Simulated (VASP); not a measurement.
Data:

```xyz
4
Lattice="1.5372 -2.6625 0.0000 1.5372 2.6625 0.0000 0.0000 0.0000 5.0471" Properties=species:S:1:pos:R:3 pbc="T T T"
Si     1.5372    -0.8875     2.5215
Si     1.5372     0.8875     5.0451
C      1.5372    -0.8875     4.4182
C      1.5372     0.8875     1.8947
```

All values below come from r2SCAN meta-GGA, VASP's PBE PAW potentials (set 64) (plane waves; VASP 6.6.1). Run with 520 eV cut-off, 8×8×5 Γ-centred mesh, Gaussian smearing of 0.050 eV, potentials Si C.

Problem. Predict the energy per atom (σ→0).

Solution. 
```
Item                            Value
---------------------  --------------
energy per atom (σ→0)  -9659 meV/atom
```

The absolute energy has meaning only against runs of the same code, potentials and settings.

The compound is SiC in the wurtzite structure, the rare 2H polytype. It was relaxed first.
